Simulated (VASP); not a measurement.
Runs of VASP 6.6.1 on GaB3. All rows change the cell; the cell of one of them follows. The structure is cubic, space group Fm-3m (No. 225). The conventional cell has a = 5.302 Å, b = 5.302 Å, c = 5.302 Å, α = 90.00°, β = 90.00°, γ = 90.00°. Ga (site symmetry m-3m) has 8 B at 2.30 Å as nearest neighbours. B (site symmetry m-3m) is surrounded by 8 B at 2.30 Å. B (site symmetry -43m) is surrounded by 4 Ga at 2.30 Å and 4 B at 2.30 Å. The cell was built by a generator and needn't be a form met in nature.

| task | cell | k mesh | cutoff (eV) | gap on the mesh (eV) | pressure (GPa) | relaxed volume (Å³/atom) |
| --- | --- | --- | --- | --- | --- | --- |
| single point | species swapped into the ScCu3 type (Fm-3m, No. 225) | 6 × 6 × 6 | 520 | none | (a) | - |
| relaxation of cell and atoms | relaxed from: species swapped into the ScCu3 type (Fm-3m, No. 225) | 16 × 16 × 16 | 600 | none | -0.1 | 9.38 |
| single point | species swapped into the ScCu3 type (Fm-3m, No. 225) | 16 × 16 × 16 | 520 | none | 0.1 | - |
| relaxation of cell and atoms | relaxed from: species swapped into the ScCu3 type (Fm-3m, No. 225) | 6 × 6 × 6 | 600 | none | -0.1 | 9.32 |

Alike in all rows: level PBE; potentials or basis VASP PAW PBE potentials, release 64 (Ga_d, B); no spin polarisation; smearing gaussian 0.1 eV.

**Question.** Estimate the missing entries.

**Answer.** (a) 0.0.

A k mesh can miss the band edges, and the runs leave out spin-orbit coupling on Ga.

A gap of «none» marks a metal or a gap under the smearing width.
